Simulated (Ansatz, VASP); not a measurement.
# CrTeS (1T-CrSTe bilayer, AA): VASP beside Ansatz

One calculation is typed for both programs; each brings its own data sets. How far apart do they land? The structure shown is the start of the Ansatz relaxation below; VASP solves that cell, so the two are compared at the walk's first step.

Method: plane waves, with VASP 6.6.1 beside it; single point at PBE with D3(BJ), in Ansatz 0.2.0.

### Step 1. Set-up

The cell holds 6 atoms: 2 Te, 2 Cr and 2 S. Its edges and angles: a = 3.365 Å, b = 3.365 Å, c = 49.597 Å, α = 90.0°, β = 90.0°, γ = 120.0°. Vacuum lies along c.

### Step 2. Ansatz: relaxation, PBE with D3(BJ)

Ansatz runs on its default PAW (the set named soft_2) files.

The two programs are compared at the cell with which this relaxation starts, whose forces are those of its first step.

File input.yaml:

```yaml
crystal:
  lattice:
    - [3.365, 0.0, 0.0]
    - [-1.6825, 2.9141754837, 0.0]
    - [0.0, 0.0, 49.597222188]
  atoms:
    - { symbol: Te, position: [0.6666666667, 0.3333333333, 0.406272753] }
    - { symbol: Cr, position: [0.0, 0.0, 0.4426400387], spin: 3.0 }
    - { symbol: S, position: [0.3333333333, 0.6666666667, 0.4682441893] }
    - { symbol: Te, position: [0.6666666667, 0.3333333333, 0.5317558107] }
    - { symbol: Cr, position: [0.0, 0.0, 0.5681230964], spin: 3.0 }
    - { symbol: S, position: [0.3333333333, 0.6666666667, 0.593727247] }
  periodic: [true, true, false]
magnetization:
  spin_polarized: true
kpoints:
  mp_grid: { grid: [12, 12, 1] }
hamiltonian:
  xc: pbe
  dispersion: d3bj
scf:
  occupations: { method: fermi_dirac, width: 0.05 }
  convergence: { dr2_threshold: 1.0e-09 }
relax:
  f_tol: 0.004
  max_steps: 90
  cell: {}
output:
  write_potential: true
  write_density: true
  volumetric_format: npy
```

Command:

```console
> ansatz run input.yaml --threads 4 --pin off --max-ram 12288MiB --backend cpu --events-out ev --progress --plain --runs-dir out
```

Numbers of over 12 decimals in the logs are rounded to 6 here.

The program printed:

```text
Warning: relax.cell: scf.convergence.dr2_threshold = 1e-9 eV is looser than the 1.61124527082e-10 eV advised for a relaxation that steers and ends on the stress (1e-10 eV for each atom of the cell: 6, times the square of relax.cell.stress_2d_tol = 0.05 N/m over 19.3 Å (the atoms' height at the walk's start and 5 Å past either face), 2.591e-2 GPa, over a crystal's default 0.05). What an SCF threshold leaves in a stress goes as its square root, and in the free energy as the threshold itself, and one threshold admits the most on a small cell: [figures from the program's tests cut] Set scf.convergence.dr2_threshold to 1.61124527082e-10 eV or tighter. [rest of the remark cut]
Engine: ansatz 0.2.0, aarch64-unknown-linux-gnu
Pseudopotentials: kind: paw
Pseudopotential: Te, paw, valence charge 16, recommended cutoff 420 eV (normal), Te.paw.azcp
Pseudopotential: Cr, paw, valence charge 14, recommended cutoff 420 eV (normal), Cr.paw.azcp
Pseudopotential: S, paw, valence charge 6, recommended cutoff 420 eV (normal), S.paw.azcp
Functional definition: PBE
  parameter kappa = 0.804
  parameter beta = 0.066725
  exchange = pbe_x(kappa = kappa, mu = beta*pi^2/3)
  correlation = pbe_c(beta = beta)
Crystal: 6 atoms, lattice volume = 486.360 Å³
Basis set: ecut = 420 eV, 9597 PW (Γ), exchange–correlation on 48×48×720 points (8 copies of the dense FFT grid, shifted against one another)
Bands: 47, of which v1, the nominal top of the filled ones, is band 36 counted from 1 (35 counted from 0)
Symmetry: 6 space group operations
Space group: P3m1 (ITA 156), of the structure as read, at distance tolerance 7.9e-5 Å
Magnetic group: BNS 156.49 (UNI 1279), of the structure as read, at distance tolerance 7.9e-5 Å
k-points: 19 of 144 (time reversal used)
Non-local potential: Te, projectors of the file, l = 0: 2, l = 1: 2, l = 2: 2, l = 3: 2
Non-local potential: Cr, projectors of the file, l = 0: 3, l = 1: 2, l = 2: 3, l = 3: 1
Non-local potential: S, projectors of the file, l = 0: 2, l = 1: 2, l = 2: 2
PAW form: soft (Blöchl's): semilocal exchange-correlation on the pseudo side does not see the compensation charge
PAW one-centre angular grid: Te, 590 points (default); XC on 64 Gauss nodes
PAW one-centre angular grid: Cr, 590 points (default); XC on 64 Gauss nodes
PAW one-centre angular grid: S, 110 points (default); XC on 64 Gauss nodes
Initial density: superposition of atomic densities (neutral atoms: chi_scale 0, normalization atom)
Starting moments: Σ|m| = 6 μB on 2 of 6 sites
Initial wavefunctions: pseudopotential atomic-orbital guess
Functional: x = pbe(κ = 0.804, μ = 0.219515), c = pbe(β = 0.066725)
SCF iter   1: F=—  HF=-22526.532645 eV  |F-HF|=—  |Δ(HF+E_count)|=         —  Δρ=2.95e-2 (↑2.95e-2 ↓1.94e-2)  dr2=1.41e1  dr2_m=3.35e-1  M=4.696 μB ∫|m|=5.472 μB  β_m=0.30  ethr=3.10e-3  ⟨swp⟩=19.8  Hψ=13454  notcnv=0  defer=9
Mixer restart at iter 1: flushing history
preconditioner: auto → LDOS  [metal: Δε(μ)=0.029 eV  Ē_g=8.477 eV  σ=0.050 eV  W_gap=0.15  n_scr=30 (ndim 8)  ℏωp=10.1 eV  f_vac=0.731  D(μ)=3.88/eV (n_scr^D=18)]
spin=Collinear: LDOS preconditioning applied to the charge; magnetization (m = ρ↑ − ρ↓) channel mixes plain (no charge-response kernel on spin).
SCF iter   2: F=—  HF=-22524.354893 eV  |F-HF|=—  |Δ(HF+E_count)|=    2.18e0  Δρ=1.42e-2 (↑1.42e-2 ↓1.26e-2)  dr2=4.63e0  dr2_m=1.14e-1  M=4.726 μB ∫|m|=5.611 μB  β_m=0.44  ethr=3.10e-3  ⟨swp⟩=4.0  Hψ=4378  notcnv=0  defer=115
SCF iter   3: F=—  HF=-22523.747583 eV  |F-HF|=—  |Δ(HF+E_count)|=   6.07e-1  Δρ=4.25e-3 (↑2.90e-3 ↓4.25e-3)  dr2=1.21e-1  dr2_m=3.07e-2  M=4.709 μB ∫|m|=5.710 μB  β_m=0.51  ethr=3.10e-3  ⟨swp⟩=3.4  Hψ=3471  notcnv=0  defer=115
SCF iter   4: F=—  HF=-22523.762792 eV  |F-HF|=—  |Δ(HF+E_count)|=         —  Δρ=1.76e-3 (↑1.76e-3 ↓1.59e-3)  dr2=6.99e-3  dr2_m=9.57e-3  M=4.709 μB ∫|m|=5.761 μB  β_m=0.51  ethr=1.68e-4  ⟨swp⟩=3.6  Hψ=4236  notcnv=0  defer=112
SCF iter   5: F=—  HF=-22523.770644 eV  |F-HF|=—  |Δ(HF+E_count)|=   7.85e-3  Δρ=8.30e-4 (↑7.67e-4 ↓8.30e-4)  dr2=1.33e-3  dr2_m=2.45e-3  M=4.708 μB ∫|m|=5.769 μB  β_m=0.70  ethr=9.70e-6  ⟨swp⟩=3.1  Hψ=3922  notcnv=0  defer=112
SCF iter   6: F=—  HF=-22523.773720 eV  |F-HF|=—  |Δ(HF+E_count)|=   3.08e-3  Δρ=2.13e-4 (↑2.13e-4 ↓9.37e-5)  dr2=2.53e-4  dr2_m=8.85e-5  M=4.710 μB ∫|m|=5.780 μB  β_m=0.78  ethr=1.85e-6  ⟨swp⟩=3.1  Hψ=3793  notcnv=0  defer=112
[...]
basis re-selected at this cell: Δ(F+E_penalty+E_count) = -1.789e-3 eV, ΔP = +0.031 N/m vs the last step (what re-selecting the basis moved, of the pressure what is left beyond the Pulay correction that the steps carried, after the strain that the cell walked since its last selection, with what the two solves' SCF thresholds leave and, on support functions, any second-order correction that the steps lacked; it is no m [...]
WARN: The output density's exchange-correlation potential varies sharply where the density is thin. Do not read a vacuum level from v_tot or v_xc, or from such a field of the output density. On a cell that repeats whose density bears no net charge and no dipole along the vacuum's axis use v_es (v_loc + v_h of the components); under efield.dipole_correction with no amplitude use v_es + v_field, which holds any externa [...]
dispersion: the relaxed geometry stands within reach of a switch of an atom's C6, across which e_disp changes (each atom's share, over what another start of this relaxation can change, by strains that relax.cell.fix and crystal.periodic leave, which move a neighbour at the mean distance by 0.05 Å at the most, and each atom moved with its periodic images by 0.025 Å at the most, and none along a coordinate that relax.c [...]
SCF converged after 17 iterations
an eigenvalue changed by more than its tolerance at an iteration that met the thresholds in force, so the SCF went on 2 times, its first undamped step at iteration 15: the last check found none over its tolerance
Magnetization: 4.7584 μB (38.3792 up, 33.6208 down)
Absolute magnetization: 6.0098 μB (∫|ρ↑−ρ↓|, with the PAW one-centre terms)
Spin contamination: 0.3672 ħ² per cell (⟨S²⟩ above its minimum at these occupations)
Per-site moments (μB) at R_I (Å): [(-0.111856, 1.138882), (2.320768, 0.947903), (-0.082023, 0.947903), (-0.135375, 1.136522), (2.289105, 0.948171), (-0.083092, 0.948171)]
Free energy (F): -22524.397610 eV
Harris-Foulkes:  -22524.397610 eV  (|F-HF|=2.91e-11)
Internal energy: -22524.375208 eV  (E = F + TS)
E sigma→0 (E₀):  -22524.386409 eV
Entropy (-TS):   -0.022401 eV (-3.734 meV/atom)
Fermi energy:    -5.135279 eV
--- Per-component energies (eV) ---
  E_band       = -2075.826505
  E_kinetic    = 1260.288653
  E_local      = -399172.334017  (includes V_loc(G=0)·N_el)
  E_nonlocal   = -399.941884
  E_hartree    = 199114.211348
  E_xc         = -721.119925
  E_vxc        = -737.977841  (∫ρ·V_xc dr)
  E_paw        = -12919.659614  (= ΣΔE_a)
  E_vpaw       = -1254.285201  (= ΣTr[D̂ρ^β])
  E_aug_tail   = 0.000369  (compensation charges beyond the density's cutoff)
  E_ewald      = 190316.643522
  E_disp       = -2.463660  (pairwise vdW)
  E_smearing   = -0.022401  (= −TS)
  E_closure    = 0.000000  (closes the sum)
  Σ components = -22524.397610   (vs F -22524.397610, Δ=0.00e0)
--- Forces (eV/Å), atoms counted from 1 ---
  atom   1  Te    -0.00000000     0.00000000    -0.00007089
  atom   2  Cr    -0.00000000     0.00000000     0.00016688
  atom   3  S     -0.00000000     0.00000000    -0.00010014
  atom   4  Te    -0.00000000     0.00000000     0.00006348
  atom   5  Cr    -0.00000000     0.00000000    -0.00009622
  atom   6  S     -0.00000000     0.00000000     0.00003801
  max |Σ_I F_I| component: 1.12e-6 eV/Å
--- 2D stress c σ (N/m, compression-positive) ---
        0.030774       0.000000      -0.000000
       -0.000000       0.030774      -0.000000
       -0.000000      -0.000000       0.000000
  P = ½ c Tr σ = 0.0308 N/m
--- Band table (eV; the first three rows and the last of 38) ---
  k-point 0 ↑: bands = [... 32 lower, -6.4756, -6.4756, -5.1724, -4.7462, -3.8755, -3.8755, -3.7089, -3.7089, ... 7 higher]
  k-point 1 ↑: bands = [... 32 lower, -6.5372, -6.5163, -5.3333, -4.9643, -4.0320, -3.9428, -3.9399, -3.7644, ... 7 higher]
  k-point 2 ↑: bands = [... 32 lower, -6.6568, -6.5994, -5.7509, -5.4926, -4.5533, -4.4032, -4.1641, -3.9740, ... 7 higher]
  k-point 18 ↓: bands = [... 32 lower, -7.1576, -7.1404, -3.7387, -3.5805, -3.5799, -3.5634, -3.4990, -3.4876, ... 7 higher]
  the weakly bound empty levels are not read free of the cell's end (no_gap_told)
--- Relaxed structure (16 steps of the walk, 13 accepted, 1 SCFs on fresh bases) ---
  F+E_penalty+E_count = -22524.39760956 eV   max|allowed force component| = 1.667e-4 eV/Å   (the final SCF, on the basis selected at the relaxed cell)
  cell:  # Å, volume = 511.6898 Å³
    - [3.451512, 3.2015932633968286e-18, 0]
    - [-1.725756, 2.989097, 0]
    - [0, 0, 49.597222188]
  atoms:
    - { symbol: Te, position: [0.666667, 0.333333, 0.407779] }
    - { symbol: Cr, position: [6.002415417752254e-18, 0, 0.446308] }
    - { symbol: S, position: [0.333333, 0.666667, 0.469381] }
    - { symbol: Te, position: [0.666667, 0.333333, 0.529157] }
    - { symbol: Cr, position: [-9.88095083495981e-19, 0, 0.567519] }
    - { symbol: S, position: [0.333333, 0.666667, 0.590619] }
```

The column dr2 measures how far the density is from self-consistency, as an energy; F and HF (Harris–Foulkes) agree once it is small.

(Part 1 of 2 ends here.)

[Lines on the potential files, build, host, timing and source positions are cut from VASP's logs without a mark.]

[Logs are printed without paths, hosts, clocks, repeated set-up lines and the standing remarks that a program may print on its own settings, such as how far it seeks lower states.]

[Hosts, paths, dates, database ids (printed as entryN), source tags and the programs' standing remarks are cut or masked in the printed files.]
